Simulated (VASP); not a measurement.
Data:

```yaml
crystal:
  lattice:
    - [3.80969, 0.00000, 0.00000]
    - [0.00000, 3.80969, 0.00000]
    - [0.00000, 0.00000, 4.91630]
  atoms:
    - { symbol: Sn, position: [0.50000, 0.00000, 0.76542] }
    - { symbol: Sn, position: [0.00000, 0.50000, 0.23458] }
    - { symbol: O, position: [0.50000, 0.50000, 0.00000] }
    - { symbol: O, position: [0.00000, 0.00000, 0.00000] }
```

All values below come from r2SCAN meta-GGA, VASP's PBE PAW potentials (set 64) (plane waves; VASP). Settings: 600 eV cut-off, 6×6×4 Γ-centred mesh, Gaussian smearing of 0.050 eV, potentials Sn_d O.

Unless said otherwise, spin-orbit coupling is left out, though it shifts the bands of the heavy elements here.

Each row applies one change to this cell, which was relaxed at other settings and keeps the small stress of the first row; at a fixed cut-off the stress holds a Pulay part, so it need not integrate to ΔE exactly. Stress is in GPa, positive when the cell is compressed; gaps are those on the k-mesh, and 0.00 means metallic.

| change | ΔE (meV/atom) | σxx | σyy | σzz | largest shear component, with its sign (GPa) | largest force (eV/Å) | gap (eV) |
|---|---|---|---|---|---|---|---|
| none | 0.0 | 0.10 | 0.10 | -0.09 | 0.00 | 0.009 | 0.30 |
| uniaxial strain of -1.0 % along z with the ions relaxed | 0.4 | 0.26 | 0.26 | 0.26 | 0.00 | 0.002 | 0.24 |
| atom 2 (Sn) moved by 0.100 Å along z | ? | ? | ? | ? | ? | ? | ? |
| isotropic strain of -1.5 % | ? | ? | ? | ? | ? | ? | ? |

**Question.** Some entries are withheld; supply them.

**Answer.** 
- isotropic strain of -1.5 %, ΔE (meV/atom): 13.1
- isotropic strain of -1.5 %, σxx: 5.45
- isotropic strain of -1.5 %, σyy: 5.45
- isotropic strain of -1.5 %, σzz: 3.97
- isotropic strain of -1.5 %, largest shear component, with its sign (GPa): 0.00
- isotropic strain of -1.5 %, largest force (eV/Å): 0.690
- isotropic strain of -1.5 %, gap (eV): 0.10
- atom 2 (Sn) moved by 0.100 Å along z, ΔE (meV/atom): 16.7
- atom 2 (Sn) moved by 0.100 Å along z, σxx: -2.31
- atom 2 (Sn) moved by 0.100 Å along z, σyy: -2.31
- atom 2 (Sn) moved by 0.100 Å along z, σzz: -4.65
- atom 2 (Sn) moved by 0.100 Å along z, largest shear component, with its sign (GPa): 0.00
- atom 2 (Sn) moved by 0.100 Å along z, largest force (eV/Å): 1.263
- atom 2 (Sn) moved by 0.100 Å along z, gap (eV): 0.00

Failed runs are left out, and for metals the shear rows, which the mesh's noise covers.

The compound is SnO in the litharge structure.
